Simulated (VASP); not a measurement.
Energy against volume of CsI (CsCl type). These are r2SCAN+rVV10, VASP's PBE PAW potentials (set 64) (plane waves; VASP 6.6.1) values and carry that method's errors. Numerical set-up: 520 eV cut-off, 6×6×6 Γ-centred mesh, Gaussian smearing of 0.050 eV, potentials Cs_sv I.

| V (Å³/atom) | E (eV/atom) |
|---|---|
| 44.179 | -26.24451 |
| 45.589 | -26.25137 |
| 46.999 | -26.25365 |
| 48.409 | -26.25212 |

Fit these four points and predict the energy of the run at 49.819 Å³/atom.

A cubic in V^(−2/3), the third-order Birch-Murnaghan form, passes through the four points with V0 = 47.10 Å³/atom and B0 = 14 GPa, and gives -26.2474 eV/atom there. The run gave -26.2474 eV/atom, +0.0 meV/atom from the fit; all five points give B0 = 14 GPa.

The compound is CsI in the CsCl type structure. It was relaxed first.
